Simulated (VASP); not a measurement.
# BiAs: single point with PBE

Crystal: BiAs.

```
Bi As
1.0
     0.00000    3.01651    3.01651
     3.01651    0.00000    3.01651
     3.01651    3.01651    0.00000
Bi As
1 1
Direct
  0.01989 0.01989 0.98011
  0.50000 0.50000 0.50000
```

The cell comes from a database or a generator and needn't be the stable form of this composition.

The cell isn't the ideal one: atom 1 (Bi) moved by [0.0, 0.0, 0.12] A.

* Program: VASP 6.6.1
* Task: single point
* Functional: PBE
* Potentials or basis: VASP PAW PBE potentials, release 64 (Bi_d, As)
* Cutoff: 520 eV
* k mesh: 11 × 11 × 11
* Occupations: fermi-dirac, width 0.03 eV
* Spin: no spin polarisation

```json
{
 "Pressure": "0.3 GPa",
 "Largest force": "0.263 eV/Å",
 "Band gap on the k mesh": "0.19 eV, indirect (least direct gap 0.41 eV)"
}
```

Forces in eV/Å, atoms in the order of the input:
```
Bi   0.000  0.000  0.263
As   0.000  0.000 -0.263
```

Stress tensor (GPa, compression positive):
```
0.10 0.00 0.00
0.00 0.10 0.00
0.00 0.00 0.69
```

Levels at points of the mesh, in eV from the valence-band top:
```csv
k point,band 7,band 8,band 9,band 10,band 11,band 12,band 13,band 14
"(0.00, 0.00, 0.00)",-6.53,-1.58,-1.52,-1.52,3.56,3.56,3.70,5.80
```

Wall time 32 s on 1 thread of Intel(R) Xeon(R) 6975P-C (Granite Rapids) (shared host), peak memory 0.26 GiB.

Caveat: spin-orbit coupling is left out, which as a rule narrows the gap of such compounds by several tenths of an eV; an odd mesh through Γ misses points on the zone boundary, where band edges often lie.
